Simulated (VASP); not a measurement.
Input:

```xyz
2
Lattice="0.0000 3.3056 3.3056 3.3056 0.0000 3.3056 3.3056 3.3056 0.0000" Properties=species:S:1:pos:R:3 pbc="T T T"
Ag     3.3056     3.3056     6.6112
I      1.6528     1.6528     1.6528
```

Method: vdW-DF-cx, VASP's PBE PAW potentials (set 64) (plane waves; VASP). Numerical set-up: 520 eV cut-off, 7×7×7 Γ-centred mesh, Gaussian smearing of 0.050 eV, potentials Ag I.

Unless said otherwise, spin-orbit coupling is left out, though it shifts the bands of the heavy elements here.

**Question.** What does the run give for the energy per atom (σ→0), pressure, band gap (on the k-mesh) with the smallest direct gap where there is one?

**Answer.** 
- band gap (on the k-mesh) = 1.26 eV
- smallest direct gap (on the k-mesh) = 1.26 eV
- energy per atom (σ→0) = 0.128 eV/atom
- pressure = -1.63 GPa

Total energies compare only between runs with the same potentials, cut-off and functional.

The compound is AgI in the zinc blende structure, whereas wurtzite is the usual form. This cell is one point of a volume scan, at 1.06 of the reference volume.
